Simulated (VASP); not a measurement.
BeSb and the effect of spin-orbit coupling

The cell as given:

```
Be Sb
1.0
     3.87910    0.00000    0.00000
    -1.93955    3.35940    0.00000
     0.00000    0.00000    3.03755
Be Sb
1 1
Direct
  0.00000 0.00000 0.00000
  0.33333 0.66667 0.50000
```

The cell comes from a database or a generator and needn't be the stable form of this composition.

Kept alike: task relaxation of cell and atoms; functional PBE; k mesh 6 × 6 × 7; occupations fermi-dirac, width 0.05 eV. Program: VASP, PBE PAW files Be, Sb, 600 eV. The mesh is that of the run's cell of 2 atoms.

| spin-orbit coupling | volume (Å³/atom) | first edge of the run's cell (Å) | third edge of the run's cell (Å) |
| --- | --- | --- | --- |
| off | 19.985 | 3.921 | 3.003 |
| on | 19.983 | 3.918 | 3.006 |

The relaxations keep at least the cell's symmetry (P-6m2). Relaxations stop with a little pressure left, so the last digits of a volume or edge aren't settled.

**Question.** What does spin-orbit coupling change here?

**Answer.** The volume runs from 19.983 (on) to 19.985 Å³/atom (off). The first edge of the run's cell runs from 3.918 (on) to 3.921 Å (off). The third edge of the run's cell runs from 3.003 (off) to 3.006 Å (on).
